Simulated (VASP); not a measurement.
These are SCAN meta-GGA, VASP's PBE PAW potentials (set 64) (plane waves; VASP) values and carry that method's errors.

Input for VASP

### INCAR
```
# general
SYSTEM =Lu
PREC   =Accurate
ENCUT  =520
LREAL  =F
LASPH  =T

# electronic loop
EDIFF  =1E-7
NELM   =100
ALGO   =Normal
LMAXMIX=6
LMIXTAU=T

# smearing
ISMEAR =1
SIGMA  =0.1

# functional
METAGGA=SCAN

# ions
IBRION =2
NSW    =30
ISIF   =4
EDIFFG =-0.01

# output
LWAVE  =F
LCHARG =F
```

KPOINTS:
```
K-points
0
gamma
 12 12 7
```

POSCAR:
```
Lu
1
    1.7500929208    -3.0312499419     0.0000000000
    1.7500929208     3.0312499419     0.0000000000
    0.0000000000     0.0000000000     5.4289314361
Lu
2
Direct
  0.3333330000   0.6666670000   0.2500000000
  0.6666670000   0.3333330000   0.7500000000
```

POTCAR, in this order: Lu_3 (PBE.64 set). Program: vasp_std.

What VASP printed:

File OUTCAR:
```
 ion  position               nearest neighbor table
   1  0.333  0.667  0.250-   2 3.38   2 3.38   2 3.38   2 3.38   2 3.38   2 3.38
   2  0.667  0.333  0.750-   1 3.38   1 3.38   1 3.38   1 3.38   1 3.38   1 3.38
  LATTYP: Found a hexagonal cell.
 ALAT       =     3.5001859153
 C/A-ratio  =     1.5510408782
 Subroutine PRICEL returns:
 Original cell was already a primitive cell.
 Subroutine GETGRP returns: Found 24 space group operations
The static configuration has the point symmetry D_3d.
 The point group associated with its full space group is D_6h.
The dynamic configuration has the point symmetry D_3d.
 Subroutine INISYM returns: Found 24 space group operations
 Subroutine IBZKPT returns following result:
 Found     76 irreducible k-points:

 Following reciprocal coordinates:
            Coordinates               Weight
  0.000000  0.000000  0.000000      1.000000
  0.083333  0.000000  0.000000      6.000000
  0.166667  0.000000  0.000000      6.000000
  0.250000  0.000000  0.000000      6.000000
  0.333333  0.000000  0.000000      6.000000
  0.416667  0.000000  0.000000      6.000000
  0.500000  0.000000  0.000000      3.000000
  0.083333  0.083333  0.000000      6.000000
  0.166667  0.083333  0.000000     12.000000
  0.250000  0.083333  0.000000     12.000000
  0.333333  0.083333  0.000000     12.000000
  0.416667  0.083333  0.000000     12.000000
  0.166667  0.166667  0.000000      6.000000
  0.250000  0.166667  0.000000     12.000000
  0.333333  0.166667  0.000000     12.000000
  0.416667  0.166667  0.000000      6.000000
  0.250000  0.250000  0.000000      6.000000
  0.333333  0.250000  0.000000     12.000000
  0.333333  0.333333  0.000000      2.000000
  0.000000  0.000000  0.142857      2.000000
  0.083333  0.000000  0.142857     12.000000
  0.166667  0.000000  0.142857     12.000000
  0.250000  0.000000  0.142857     12.000000
  0.333333  0.000000  0.142857     12.000000
  0.416667  0.000000  0.142857     12.000000
  0.500000  0.000000  0.142857      6.000000
  0.083333  0.083333  0.142857     12.000000
  0.166667  0.083333  0.142857     24.000000
  0.250000  0.083333  0.142857     24.000000
  0.333333  0.083333  0.142857     24.000000
  0.416667  0.083333  0.142857     24.000000
  0.166667  0.166667  0.142857     12.000000
  0.250000  0.166667  0.142857     24.000000
  0.333333  0.166667  0.142857     24.000000
  0.416667  0.166667  0.142857     12.000000
  0.250000  0.250000  0.142857     12.000000
  0.333333  0.250000  0.142857     24.000000
  0.333333  0.333333  0.142857      4.000000
  0.000000  0.000000  0.285714      2.000000
  0.083333  0.000000  0.285714     12.000000
   k-points           NKPTS =     76   k-points in BZ     NKDIM =     76   number of bands    NBANDS=     13
   number of dos      NEDOS =    301   number of ions     NIONS =      2
   total plane-waves  NPLWV =  31360
   dimension x,y,z NGX =    28 NGY =   28 NGZ =   40
   dimension x,y,z NGXF=    56 NGYF=   56 NGZF=   80
   ions per type =               2
   PREC   = accura    normal or accurate (medium, high low for compatibility)
   ISTART =      0    job   : 0-new  1-cont  2-samecut
   ICHARG =      2    charge: 1-file 2-atom 10-const
   ISPIN  =      1    spin polarized calculation?
   LNONCOLLINEAR =      F non collinear calculations
   LSORBIT =      F    spin-orbit coupling
   INIWAV =      1    electr: 0-lowe 1-rand  2-diag
   ENCUT  =  520.0 eV  38.22 Ry    6.18 a.u.   6.51  6.51 10.09*2*pi/ulx,y,z
   NELM   =    100;   NELMIN=  2; NELMDL= -5     # of ELM steps
   EDIFF  = 0.1E-06   stopping-criterion for ELM
   LREAL  =      F    real-space projection
...
```

**OSZICAR**
```
       N       E                     dE             d eps       ncg     rms          rms(c)
DAV:   1    -0.544605612106E+02   -0.54461E+02   -0.88715E+03  3262   0.154E+03
DAV:   2    -0.109986011520E+03   -0.55525E+02   -0.54279E+02  3361   0.730E+02
DAV:   3    -0.112464999751E+03   -0.24790E+01   -0.23442E+01  3588   0.706E+01
DAV:   4    -0.112573973912E+03   -0.10897E+00   -0.10685E+00  3614   0.101E+01
DAV:   5    -0.112577420620E+03   -0.34467E-02   -0.34202E-02  3383   0.208E+00    0.295E+01
DAV:   6    -0.110913209450E+03    0.16642E+01   -0.11692E+00  2992   0.299E+01    0.152E+01
DAV:   7    -0.109707009578E+03    0.12062E+01   -0.40663E-01  3595   0.726E+00    0.104E+00
DAV:   8    -0.110719625543E+03   -0.10126E+01   -0.48158E-01  3274   0.730E+00    0.208E+00
DAV:   9    -0.110710577370E+03    0.90482E-02   -0.11717E-01  2924   0.518E+00    0.125E+00
DAV:  10    -0.110715429818E+03   -0.48524E-02   -0.51341E-03  3254   0.127E+00    0.544E-01
DAV:  11    -0.110714207316E+03    0.12225E-02   -0.17365E-02  2702   0.185E+00    0.442E-01
DAV:  12    -0.110715948409E+03   -0.17411E-02   -0.38949E-03  3204   0.983E-01    0.451E-02
DAV:  13    -0.110715587065E+03    0.36134E-03   -0.29429E-03  3144   0.723E-01    0.149E-01
DAV:  14    -0.110715726991E+03   -0.13993E-03   -0.54182E-04  2909   0.327E-01    0.106E-01
DAV:  15    -0.110716139441E+03   -0.41245E-03   -0.79433E-04  2937   0.388E-01    0.284E-02
DAV:  16    -0.110716048394E+03    0.91046E-04   -0.31979E-04  2726   0.235E-01    0.238E-02
DAV:  17    -0.110716015142E+03    0.33252E-04   -0.28014E-05  3184   0.702E-02    0.691E-03
DAV:  18    -0.110715963072E+03    0.52071E-04   -0.51278E-05  3119   0.110E-01    0.162E-03
DAV:  19    -0.110715960398E+03    0.26740E-05   -0.11652E-06  3151   0.197E-02    0.134E-03
DAV:  20    -0.110715961449E+03   -0.10509E-05   -0.14728E-07  2137   0.550E-03    0.132E-03
DAV:  21    -0.110715964399E+03   -0.29501E-05   -0.16440E-07  2135   0.102E-02    0.802E-04
DAV:  22    -0.110715962033E+03    0.23656E-05   -0.12368E-06  2936   0.150E-02    0.508E-04
DAV:  23    -0.110715960896E+03    0.11373E-05   -0.27356E-08  1478   0.360E-03    0.280E-04
DAV:  24    -0.110715961359E+03   -0.46308E-06   -0.83946E-09  1473   0.505E-03    0.209E-04
DAV:  25    -0.110715961646E+03   -0.28726E-06   -0.46380E-09  1473   0.221E-03    0.105E-04
DAV:  26    -0.110715961776E+03   -0.12982E-06   -0.38707E-09  1453   0.332E-03    0.109E-04
DAV:  27    -0.110715961536E+03    0.23996E-06   -0.27330E-09  1433   0.227E-03    0.624E-05
DAV:  28    -0.110715961604E+03   -0.68127E-07   -0.28132E-09  1378   0.286E-03
   1 F= -.11071596E+03 E0= -.11071577E+03  d E =-.110716E+03
       N       E                     dE             d eps       ncg     rms          rms(c)
DAV:   1    -0.110716267103E+03   -0.30557E-03   -0.11839E-02  3011   0.157E+00    0.801E-02
DAV:   2    -0.110716125167E+03    0.14194E-03   -0.42156E-04  3319   0.300E-01    0.497E-02
DAV:   3    -0.110716081202E+03    0.43965E-04   -0.64950E-05  3481   0.148E-01    0.231E-02
DAV:   4    -0.110716066133E+03    0.15070E-04   -0.46157E-05  3610   0.872E-02    0.107E-02
DAV:   5    -0.110716074123E+03   -0.79904E-05   -0.33542E-05  3012   0.817E-02    0.926E-03
DAV:   6    -0.110716072228E+03    0.18944E-05   -0.33985E-06  3079   0.238E-02    0.416E-03
DAV:   7    -0.110716072675E+03   -0.44665E-06   -0.16399E-07  1803   0.839E-03    0.581E-04
DAV:   8    -0.110716073985E+03   -0.13103E-05   -0.18090E-07  1905   0.135E-02    0.133E-03
DAV:   9    -0.110716073724E+03    0.26100E-06   -0.39079E-08  1258   0.880E-03    0.561E-04
DAV:  10    -0.110716073943E+03   -0.21874E-06   -0.36338E-08  1253   0.871E-03    0.398E-04
DAV:  11    -0.110716074234E+03   -0.29091E-06   -0.30049E-08  1243   0.833E-03    0.105E-04
DAV:  12    -0.110716074173E+03    0.61573E-07   -0.24904E-08  1228   0.767E-03
   2 F= -.11071607E+03 E0= -.11071589E+03  d E =-.112568E-03
       N       E                     dE             d eps       ncg     rms          rms(c)
DAV:   1    -0.110716171193E+03   -0.96959E-04   -0.48416E-03  3009   0.100E+00    0.515E-02
DAV:   2    -0.110716112732E+03    0.58461E-04   -0.17236E-04  3312   0.191E-01    0.316E-02
DAV:   3    -0.110716092158E+03    0.20574E-04   -0.26484E-05  3469   0.952E-02    0.145E-02
DAV:   4    -0.110716083615E+03    0.85435E-05   -0.17809E-05  3617   0.534E-02    0.689E-03
DAV:   5    -0.110716088669E+03   -0.50547E-05   -0.12592E-05  2967   0.503E-02    0.573E-03
DAV:   6    -0.110716087747E+03    0.92248E-06   -0.13000E-06  3069   0.154E-02    0.269E-03
DAV:   7    -0.110716088147E+03   -0.39985E-06   -0.45892E-08  1298   0.504E-03    0.375E-04
DAV:   8    -0.110716088939E+03   -0.79237E-06   -0.28903E-08  1223   0.780E-03    0.740E-04
DAV:   9    -0.110716088835E+03    0.10396E-06   -0.17220E-08  1193   0.573E-03    0.361E-04
DAV:  10    -0.110716088948E+03   -0.11251E-06   -0.15343E-08  1153   0.619E-03    0.304E-04
DAV:  11    -0.110716089258E+03   -0.31022E-06   -0.17989E-08  1138   0.584E-03    0.680E-05
DAV:  12    -0.110716089102E+03    0.15529E-06   -0.13280E-08  1138   0.615E-03    0.720E-05
DAV:  13    -0.110716089148E+03   -0.45600E-07   -0.10101E-08  1108   0.453E-03
   3 F= -.11071609E+03 E0= -.11071591E+03  d E =-.127544E-03
```

### OUTCAR
```
------------------------ aborting loop because EDIFF is reached ----------------------------------------
  FORCE on cell =-STRESS in cart. coord.  units (eV):
  Direction    XX          YY          ZZ          XY          YZ          ZX
  --------------------------------------------------------------------------------------
  Total       -0.4556637     -0.4556638     -0.4541508      0.0000000     -0.0000000      0.0000000
  in kB      -12.6744124    -12.6744131    -12.6323304      0.0000000     -0.0000000      0.0000000
  external PRESSURE =     -12.6603853 kB  Pullay stress =       0.0000000 kB
  volume of cell :       57.60
      direct lattice vectors                 reciprocal lattice vectors
     1.752475011 -3.035375841  0.000000000     0.285310773 -0.164724247  0.000000000
     1.752475011  3.035375841 -0.000000000     0.285310773  0.164724247  0.000000000
     0.000000000  0.000000000  5.414182680     0.000000000  0.000000000  0.184700085
 POSITION                                       TOTAL-FORCE (eV/Angst)
 -----------------------------------------------------------------------------------
      1.75248      1.01179      1.35355         0.000000     -0.000000      0.000000
      1.75248     -1.01179      4.06064        -0.000000      0.000000      0.000000
 -----------------------------------------------------------------------------------
    total drift:                               -0.000000      0.000067     -0.000012
  FREE ENERGIE OF THE ION-ELECTRON SYSTEM (eV)
  ---------------------------------------------------
  free  energy   TOTEN  =      -110.7160891481 eV

  energy  without entropy=     -110.7155579052  energy(sigma->0) =     -110.71591207

 reached required accuracy - stopping structural energy minimisation
```
(Selected blocks of OUTCAR.)

**CONTCAR**
```
Lu
   1.00000000000000
     1.7524750114351622   -3.0353758412073879    0.0000000000000000
     1.7524750114351622    3.0353758412073879   -0.0000000000000000
     0.0000000000000000    0.0000000000000000    5.4141826801391284
  Lu
     2
Direct
     0.3333330000000032    0.6666669999999968    0.2500000000000000
     0.6666669999999968    0.3333330000000032    0.7500000000000000
```

The compound is Lu in the hcp structure. This cell is one point of a volume scan, at 1.03 of the reference volume. Symmetry was kept, so distortions that lower it aren't found.
